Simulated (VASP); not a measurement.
An input for Ansatz (written as the equivalent of a VASP run, and not itself run):

Ansatz 0.2 input:
```yaml
crystal:
  lattice:
    - [0.0000000, 1.7824111, 1.7824111]
    - [1.7824111, 0.0000000, 1.7824111]
    - [1.7824111, 1.7824111, 0.0000000]
  atoms:
    - { symbol: Cu, position: [0.0000000, 1.0000000, 0.0000000] }
kpoints:
  mp_grid: { grid: [17, 17, 17] }
hamiltonian:
  xc: pbesol
  pseudopotentials: { kind: paw }
scf:
  occupations: { method: methfessel_paxton, width: 0.1 }
  max_iter: 100
relax:
  max_steps: 40
  f_tol: 0.02
  cell: { p_target: 5 }
output: { forces: true, stress: true, eigenvalues: true }
```

Task: Write the VASP files for the same calculation (PBEsol).

Result: This is not unique; one that fits is 
### POSCAR
```
Cu
1
    0.0000000000     1.7824111131     1.7824111131
    1.7824111131     0.0000000000     1.7824111131
    1.7824111131     1.7824111131    -0.0000000000
Cu
1
Direct
  0.0000000000   1.0000000000   0.0000000000
```

**KPOINTS**
```
Automatic mesh
0
Gamma
17 17 17
0 0 0
```

### INCAR
```
SYSTEM = Cu
PREC = Accurate; ENCUT = 500; LREAL = .False.
LASPH = .True.
EDIFF = 1E-6; NELM = 100; ALGO = Normal
LMAXMIX = 4
ISMEAR = 1; SIGMA = 0.1
GGA = PS
IBRION = 2; NSW = 40; ISIF = 3
EDIFFG = -0.02; PSTRESS = 50
LWAVE = .False.; LCHARG = .False.
```

POTCAR, in this order: Cu (PBE.64 set). Program: vasp_std.

The two are equivalent in intent, not identical: each code has its own PAW files, so the cut-off isn't converted (ENCUT is set for VASP's; basis.ecutwfc is left out, and Ansatz then takes the one that its files recommend); Ansatz stops its SCF on the density residual and VASP on the energy change (EDIFF).

The compound is Cu in the fcc structure. This run relaxes it under an external pressure of 5 GPa. Symmetry was kept, so distortions that lower it aren't found.
